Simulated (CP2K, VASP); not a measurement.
An input for CP2K (LDA (Pade form), GPW, DZVP-MOLOPT-SR-GTH basis, GTH-PADE potentials (GTH_POTENTIALS)):

```
&GLOBAL
  PROJECT calc
  RUN_TYPE ENERGY_FORCE
  PRINT_LEVEL MEDIUM
&END GLOBAL
&FORCE_EVAL
  METHOD Quickstep
  STRESS_TENSOR ANALYTICAL
  &DFT
    BASIS_SET_FILE_NAME BASIS_MOLOPT
    POTENTIAL_FILE_NAME GTH_POTENTIALS
    &QS
      METHOD GPW
      EPS_DEFAULT 1E-10
    &END QS
    &MGRID
      CUTOFF 1000
      REL_CUTOFF 50
      NGRIDS 5
    &END MGRID
    &SCF
      SCF_GUESS ATOMIC
      EPS_SCF 1E-6
      MAX_SCF 100
      ADDED_MOS 11
      &DIAGONALIZATION
        ALGORITHM STANDARD
      &END DIAGONALIZATION
      &MIXING
        METHOD BROYDEN_MIXING
        ALPHA 0.2
        NBUFFER 8
        BETA 1.5
      &END MIXING
      &SMEAR ON
        METHOD FERMI_DIRAC
        ELECTRONIC_TEMPERATURE [K] 1160.45
      &END SMEAR
    &END SCF
    &KPOINTS
      SCHEME MONKHORST-PACK 7 7 7
    &END KPOINTS
    &XC
      &XC_FUNCTIONAL PADE
      &END XC_FUNCTIONAL
    &END XC
    &PRINT
      &MO
        EIGENVALUES T
        OCCUPATION_NUMBERS T
        NDIGITS 8
        FILENAME mo
        &EACH
          QS_SCF 0
        &END EACH
        ADD_LAST NUMERIC
      &END MO
      &MULLIKEN ON
      &END MULLIKEN
    &END PRINT
  &END DFT
  &SUBSYS
    &CELL
      ABC 3.96476300 3.96476300 3.96476300
      ALPHA_BETA_GAMMA 90.00000000 90.00000000 90.00000000
      PERIODIC XYZ
    &END CELL
    &COORD
      SCALED
      Mg       0.00000000     0.00000000     0.00000000
      Pd       0.00000000     0.50000000     0.50000000
      Pd       0.50000000     0.00000000     0.50000000
      Pd       0.50000000     0.50000000     0.00000000
    &END COORD
    &KIND Mg
      BASIS_SET DZVP-MOLOPT-SR-GTH
      POTENTIAL GTH-PADE-q10
    &END KIND
    &KIND Pd
      BASIS_SET DZVP-MOLOPT-SR-GTH
      POTENTIAL GTH-PADE-q18
    &END KIND
  &END SUBSYS
  &PRINT
    &FORCES ON
    &END FORCES
    &STRESS_TENSOR ON
    &END STRESS_TENSOR
  &END PRINT
&END FORCE_EVAL
```

Write the VASP files for the same calculation.

One set of files that does it:

KPOINTS:
```
Automatic mesh
0
G
7 7 7
0 0 0
```

POSCAR:
```
MgPd3
3.9647630
  1.0000000000   0.0000000000   0.0000000000
  0.0000000000   1.0000000000   0.0000000000
  0.0000000000   0.0000000000   1.0000000000
Mg Pd
1 3
direct
  0.0000000000   0.0000000000   0.0000000000
  0.0000000000   0.5000000000   0.5000000000
  0.5000000000   0.0000000000   0.5000000000
  0.5000000000   0.5000000000   0.0000000000
```

### INCAR
```
SYSTEM = MgPd3
PREC = Accurate
ENCUT = 300
EDIFF = 1E-6
NELM = 100
ALGO = Normal
LREAL = .FALSE.
LASPH = .TRUE.
ISMEAR = -1
SIGMA = 0.1
LMAXMIX = 4
LWAVE = .FALSE.
LCHARG = .FALSE.
ISIF = 2
```

POTCAR, in this order: Mg Pd (LDA.64 set). Program: vasp_std.

Both are inputs of real runs that ended normally. What can't carry over is the choice of potentials or basis and its cut-off, and each code's defaults.

VASP's LDA is the Perdew-Zunger fit; the other code's may be Perdew-Wang, which differs slightly.

The structure comes from a computed database's MgPd3 entry (Pm-3m); how it stands against other phases isn't given here. The cell was not relaxed at this level, and it may have been scaled.
